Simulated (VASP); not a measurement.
**MoBr6: relaxation of cell and atoms with PBE**

The system is MoBr6.

```
Mo Br
1.0
     6.35246    0.00000    0.00000
     0.00000    6.35246    0.00000
     0.00000    0.00000    6.35246
Mo Br
1 6
Direct
  0.00000 0.00000 0.00000
  0.21000 0.50000 0.50000
  0.50000 0.21000 0.50000
  0.79000 0.50000 0.50000
  0.50000 0.79000 0.50000
  0.50000 0.50000 0.21000
  0.50000 0.50000 0.79000
```

The cell was built by a generator and needn't be a form met in nature.

```
Program                : VASP 6.6.1
Task                   : relaxation of cell and atoms
Functional             : PBE
Potentials or basis    : VASP PAW PBE potentials, release 64 (Mo_sv, Br)
Cutoff                 : 520 eV
k mesh                 : 2 × 2 × 2
Occupations            : gaussian, width 0.15 eV
Spin                   : no spin polarisation
Further INCAR settings : PREC = Normal; ALGO = Fast; EDIFF = 0.0001; IBRION = 2; EDIFFG = -0.08; NSW = 24; ISIF = 3
```

- Relaxed volume: 58.57 Å³/atom
- Relaxed cell: a = 7.429 Å, b = 7.429 Å, c = 7.429 Å, α = 90.00°, β = 90.00°, γ = 90.00°
- Space group after relaxing (to 0.05 Å): Pm-3m (No. 221)
- Energy gained by relaxing: 1039.0 meV/atom
- Ionic steps: 6
- Pressure after relaxing: 0.2 GPa
- Largest force after relaxing: 0.074 eV/Å
- Band gap on the k mesh: none (metal or under the smearing width)

Forces in eV/Å, atoms in the order of the input:
```
Mo   0.000  0.000  0.000
Br  -0.074  0.000  0.000
Br   0.000 -0.074  0.000
Br   0.074  0.000  0.000
Br   0.000  0.074  0.000
Br   0.000  0.000 -0.074
Br   0.000  0.000  0.074
```

Step by step:
```csv
step,energy change (eV),largest force (eV/Å),pressure (GPa),volume (Å³)
1,0.0000,6.1899,14.26,256.35
2,-7.2460,0.1647,0.53,397.34
3,-7.2502,0.1914,0.56,399.77
4,-7.2680,0.1541,0.04,409.13
5,-7.2687,0.0913,0.12,407.39
6,-7.2729,0.0743,0.16,410.01
```

Final structure:
```
Mo Br
1.0
     7.42903    0.00000    0.00000
     0.00000    7.42903    0.00000
     0.00000    0.00000    7.42903
Mo Br
1 6
Direct
  0.00000 0.00000 0.00000
  0.16325 0.50000 0.50000
  0.50000 0.16325 0.50000
  0.83675 0.50000 0.50000
  0.50000 0.83675 0.50000
  0.50000 0.50000 0.16325
  0.50000 0.50000 0.83675
```

Levels at points of the mesh, in eV from the Fermi level:
```csv
k point,band 25,band 26,band 27,band 28,band 29,band 30,band 31,band 32
"(0.00, 0.00, 0.00)",-0.29,-0.03,-0.03,0.00,0.00,0.06,0.87,0.87
"(0.50, 0.00, 0.00)",-0.29,-0.02,-0.02,0.00,0.00,0.00,0.22,0.83
"(0.50, 0.50, 0.00)",-0.90,-0.06,-0.02,-0.01,-0.01,0.01,0.01,0.25
"(0.50, 0.50, 0.50)",-0.93,-0.93,-0.01,-0.01,0.00,0.00,0.00,0.22
```

Wall time 110 s on 1 thread of Intel(R) Xeon(R) 6975P-C (Granite Rapids) (shared host), peak memory 0.24 GiB.

Caveat: the k mesh is coarse (spacing up to 0.49 Å⁻¹), so the values aren't converged; the volume moved by over 15 % at a fixed basis, so the end points are rough; the relaxation stopped at a loose force limit of 0.08 eV/Å, so its end isn't a converged minimum.
